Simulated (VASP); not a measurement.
```yaml
crystal:
  lattice:
    - [1.78137, -3.08541, 0.00000]
    - [1.78137, 3.08541, 0.00000]
    - [0.00000, 0.00000, 5.62692]
  atoms:
    - { symbol: Gd, position: [0.33333, 0.66667, 0.25000] }
    - { symbol: Gd, position: [0.66667, 0.33333, 0.75000] }
```

Computed with PBEsol GGA, VASP's PBE PAW potentials (set 64) (plane waves; VASP 6.6.1). Numerical set-up: 480 eV cut-off, 12×12×6 Γ-centred mesh, first-order Methfessel-Paxton smearing of 0.10 eV, potentials Gd_3.

The 4f electrons are frozen in the core of the lanthanide potential, so 4f levels, which can set the real gap, and their magnetism are missing.

Each relaxation starts from this cell; other phases were not tried.

Q: The cell is relaxed at 10 GPa. What happens?

A: The volume per atom goes from 30.93 to 25.62 Å³ (-17.1 %), and the cell becomes a = b = 3.313 Å, c = 5.392 Å, α = β = 90.00°, γ = 120.00°, space group P6_3/mmc.

Q: The cell is relaxed at 30 GPa. What happens?

A: The volume per atom goes from 30.93 to 20.73 Å³ (-33.0 %), and the cell becomes a = b = 3.067 Å, c = 5.089 Å, α = β = 90.00°, γ = 120.00°, space group P6_3/mmc.

Failed runs are left out, and for metals the shear rows, which the mesh's noise covers.

The compound is Gd in the hcp structure.
